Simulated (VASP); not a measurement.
```xyz
2
Lattice="2.7518 0.0000 0.0000 0.0000 2.7518 0.0000 0.0000 0.0000 3.9560" Properties=species:S:1:pos:R:3 pbc="T T T"
Ti     0.0000     0.0000     0.0000
Al     1.3759     1.3759     1.9780
```

All values below come from TPSS meta-GGA, VASP's PBE PAW potentials (set 64) (plane waves; VASP). Numerical set-up: 520 eV cut-off, 13×13×9 Γ-centred mesh, first-order Methfessel-Paxton smearing of 0.10 eV, potentials Ti_sv Al.

### Question
What does the run give for the energy per atom (σ→0), pressure, band gap (on the k-mesh) with the smallest direct gap where there is one?

### Answer

| Property | Result |
|---|---|
| band gap (on the k-mesh) | none (metal, semimetal or under 0.01 eV) |
| energy per atom (σ→0) | -11.799 eV/atom |
| pressure | 84.2 kbar |

The absolute energy has meaning only against runs of the same code, potentials and settings.

The compound is TiAl in the L1_0 structure. This cell is one point of a volume scan, at 0.94 of the reference volume. The electron count is odd and the run is not spin-polarised, which forces a metal.
